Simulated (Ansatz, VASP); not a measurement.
# TaGe2As4 (TaGe2As4 monolayer): VASP beside Ansatz, part 3 of 3

One calculation is typed for both programs; each brings its own data sets. How far apart do they land? Of the first pair: The structure shown is the start of the Ansatz relaxation below; VASP solves that cell, so the two are compared at the walk's first step.

VASP 6.6.1 and Ansatz 0.2.0.

So far: Starting point; Ansatz: relaxation, PBE with D3(BJ); VASP: single point, PBE with D3(BJ), start cell, pair 1; Differences.

**5. Ansatz: relaxation, PBE with D3(BJ)**

Level of this step: Ansatz beside VASP: Kohn-Sham DFT, plane waves, PBE with D3(BJ) (Ansatz).

This run makes the geometry at which the two programs are then compared.

The structure compared here is the end of the Ansatz relaxation.

Contents of input.yaml:

```yaml
crystal:
  lattice:
    - [3.73, 0.0, 0.0]
    - [-1.865, 3.2302747561, 0.0]
    - [0.0, 0.0, 50.223214925]
  atoms:
    - { symbol: As, position: [0.0, 0.0, 0.4041955504] }
    - { symbol: Ge, position: [0.3333333333, 0.6666666667, 0.4213788122] }
    - { symbol: As, position: [0.3333333333, 0.6666666667, 0.4675725894] }
    - { symbol: Ta, position: [0.0, 0.0, 0.5], spin: 1.0 }
    - { symbol: As, position: [0.3333333333, 0.6666666667, 0.5324274106] }
    - { symbol: Ge, position: [0.3333333333, 0.6666666667, 0.5786211878] }
    - { symbol: As, position: [0.0, 0.0, 0.5958044496] }
  periodic: [true, true, false]
magnetization:
  spin_polarized: true
kpoints:
  mp_grid: { grid: [12, 12, 1] }
hamiltonian:
  xc: pbe
  dispersion: d3bj
scf:
  occupations: { method: fermi_dirac, width: 0.05 }
  convergence: { dr2_threshold: 1.0e-09 }
relax:
  f_tol: 0.004
  max_steps: 90
  cell: {}
output:
  write_potential: true
  write_density: true
  volumetric_format: npy
```

On the command line:

```sh
$ ansatz run input.yaml --threads 4 --pin off --max-ram 6144MiB --backend cpu --events-out ev --progress --plain --runs-dir out
```

Numbers of over 12 decimals in the logs are rounded to 6 here.

Output:

```text
[...]
Crystal: 7 atoms, lattice volume = 605.136 Å³
Basis set: ecut = 420 eV, 11891 PW (Γ), exchange–correlation on 50×50×720 points (8 copies of the dense FFT grid, shifted against one another)
Bands: 62, of which v1, the nominal top of the filled ones, is band 51 counted from 1 (50 counted from 0)
[...]
atoms:
[...]
- { symbol: Ge, position: [0.333333, 0.666667, 0.421698] }
    - { symbol: As, position: [0.333333, 0.666667, 0.470217] }
    - { symbol: Ta, position: [1.0573552618554966e-17, -5.1357255561990634e-17, 0.5] }
    - { symbol: As, position: [0.333333, 0.666667, 0.529783] }
    - { symbol: Ge, position: [0.333333, 0.666667, 0.578302] }
    - { symbol: As, position: [9.193167472542375e-18, -5.1357255561990634e-17, 0.601345] }
[key lines of the parts left out:]
SCF converged after 5 iterations
Magnetization: -0.0000 μB (50.5000 up, 50.5000 down)
Free energy (F): -37949.709062 eV
Fermi energy:    -4.906922 eV
P = ½ c Tr σ = -0.0039 N/m
```

**6. VASP: single point, PBE with D3(BJ), relaxed cell, pair 2**

The same cell, functional, mesh and smearing now go to VASP, with its own data sets.

Contents of INCAR:

```
SYSTEM = TaGe2As4
PREC = Accurate
ENCUT = 410
EDIFF = 1E-06
NELM = 200
ISMEAR = -1
SIGMA = 0.05
LREAL = .FALSE.
ALGO = Normal
GGA = PE
IVDW = 12
NBANDS = 40
ISPIN = 2
MAGMOM = -0 0 0 -0 -0 -0 -0
LASPH = .TRUE.
LMAXMIX = 4
LORBIT = 11
LWAVE = .FALSE.
LCHARG = .FALSE.
ISIF = 2
LDIPOL = .TRUE.
IDIPOL = 3
DIPOL = 0.5 0.5 0.5
LVHAR = .TRUE.
GGA_COMPAT = .FALSE.
NELMDL = -8
KPAR = 2
```

Contents of POSCAR:

```
TaGe2As4
1.0
    3.7105404402      0.0000000000      0.0000000000
   -1.8552702201      3.2134222830      0.0000000000
    0.0000000000      0.0000000000     50.2232149250
As Ge Ta
4 2 1
Direct
    0.0000000000      0.0000000000      0.3986550930
    0.3333333333      0.6666666667      0.4702171544
    0.3333333333      0.6666666667      0.5297828456
    0.0000000000      0.0000000000      0.6013449070
    0.3333333333      0.6666666667      0.4216978501
    0.3333333333      0.6666666667      0.5783021499
    0.0000000000      0.0000000000      0.5000000000
```

Contents of KPOINTS:

```
Automatic mesh
0
Gamma
12 12 1
0 0 0
```

The projector-augmented-wave data sets are As, Ge_d and Ta_pv (PBE family, release 64).

On the command line:

```sh
$ mpirun -np 2 vasp_std
```

Output:

```text
[banner, memory and clock lines left out]
running    2 mpi-ranks, on    1 nodes
[...]
LDA part: xc-table for (Slater+PW92), standard interpolation
 [... a notice as in an earlier step ...]

 POSCAR, INCAR and KPOINTS ok, starting setup
[...]
entering main loop
       N       E                     dE             d eps       ncg     rms          rms(c)
DAV:   1     0.419805821361E+03    0.41981E+03   -0.23636E+04  3640   0.122E+03
DAV:   2     0.147759195445E+02   -0.40503E+03   -0.39228E+03  3624   0.285E+02
DAV:   3    -0.392488231084E+02   -0.54025E+02   -0.53541E+02  4480   0.120E+02
DAV:   4    -0.413705737746E+02   -0.21218E+01   -0.20988E+01  3776   0.292E+01
[...]
DAV:  26    -0.400944668366E+02   -0.31234E-05   -0.53196E-08  2544   0.568E-04    0.141E-04
DAV:  27    -0.400944684449E+02   -0.16083E-05   -0.18700E-08  2384   0.362E-04    0.847E-05
DAV:  28    -0.400944692861E+02   -0.84115E-06   -0.89374E-09  2184   0.277E-04
   1 F= -.42450936E+02 E0= -.42439727E+02  d E =-.224190E-01  mag=     0.0000
```

Parts of OUTCAR (step 6):

```text
 Edisp (eV)   -2.35647

  Total       0.05363     0.05363     0.14461     0.00000    -0.00000     0.00000
  in kB       0.14348     0.14348     0.38691     0.00000    -0.00000     0.00000
  external pressure =        0.22 kB  Pullay stress =        0.00 kB

 POSITION                                       TOTAL-FORCE (eV/Angst)
 -----------------------------------------------------------------------------------
      0.00000      0.00000     20.02174         0.000000     -0.000000     -0.038413
     -0.00000      2.14228     23.61582         0.000000     -0.000000     -0.005371
     -0.00000      2.14228     26.60740         0.000000     -0.000000      0.005371
      0.00000      0.00000     30.20147         0.000000     -0.000000      0.038413
     -0.00000      2.14228     21.17902        -0.000000     -0.000000      0.014405
     -0.00000      2.14228     29.04419        -0.000000      0.000000     -0.014405
      0.00000      0.00000     25.11161         0.000000     -0.000000      0.000000
 -----------------------------------------------------------------------------------
    total drift:                               -0.000002      0.000001     -0.000000

  FREE ENERGIE OF THE ION-ELECTRON SYSTEM (eV)
  ---------------------------------------------------
  free  energy   TOTEN  =       -42.4509361697 eV

  energy  without entropy=      -42.4285171998  energy(sigma->0) =      -42.43972668

 magnetization (x)
# of ion       s       p       d       tot
------------------------------------------
    1       -0.000   0.000  -0.000  -0.000
    2       -0.000  -0.000   0.000  -0.000
    3       -0.000  -0.000   0.000  -0.000
    4       -0.000   0.000  -0.000  -0.000
    5        0.000   0.000   0.000   0.000
    6        0.000   0.000   0.000   0.000
    7        0.000   0.000   0.000   0.000
--------------------------------------------------
tot         -0.000  -0.000   0.000   0.000

[... 1 part as in an earlier step ...]

[... 2 further parts left out ...]
[key lines of the parts left out:]
E-fermi :  -2.5019
```

**7. Comparison**

What differs besides the data sets and the points named for the pairs above, as far as they apply: the data sets hold 101 valence electrons in Ansatz (on its default PAW (the set named soft_2) files) and 59 in VASP. Total energies have different zeros and are not compared.

At this near-relaxed geometry the largest component of a force difference is 38 meV/Å. With vacuum in the cell, a pressure given here is an average over mostly empty space and none of the material.

**8. Other set-ups**

Further runs change the set-up of one program: Ansatz's method, potentials or start, or VASP's data sets, cutoff or form of LDA. The table gives that difference for each run.

```
                                                                   run  r.m.s. force difference (meV/Å)
                                                              as above                               13
VASP with the data sets As_d, Ge_d and Ta_sv_GW and a cutoff of 520 eV                              2.6
```

**9. Outcome**

| Quantity | Value |
| --- | --- |
| r.m.s. force difference (single point, PBE with D3(BJ), start cell, pair 1) | 1.1 % of the r.m.s. force |
| r.m.s. force difference (single point, PBE with D3(BJ), relaxed cell, pair 2) | 13 meV/Å |

In words: The r.m.s. force difference is 13 meV/Å (single point, PBE with D3(BJ), relaxed cell, pair 2), beyond the 12 meV/Å picked in this series as the mark of a large difference. The data sets hold unlike numbers of valence electrons (101 in Ansatz and 59 in VASP), so part of the differences comes from the potentials. Single point, PBE with D3(BJ), relaxed cell, pair 2, VASP with the data sets As_d, Ge_d and Ta_sv_GW and a cutoff of 520 eV: r.m.s. force difference goes from 13 to 2.6 meV/Å. How closely two codes agree says nothing of how well the functional describes the real material.

[Lines on the potential files, build, host, timing and source positions are cut from VASP's logs without a mark.]

[Logs are printed without paths, hosts, clocks, repeated set-up lines and the standing remarks that a program may print on its own settings, such as how far it seeks lower states.]

[Hosts, paths, dates, database ids (printed as entryN), source tags and the programs' standing remarks are cut or masked in the printed files.]
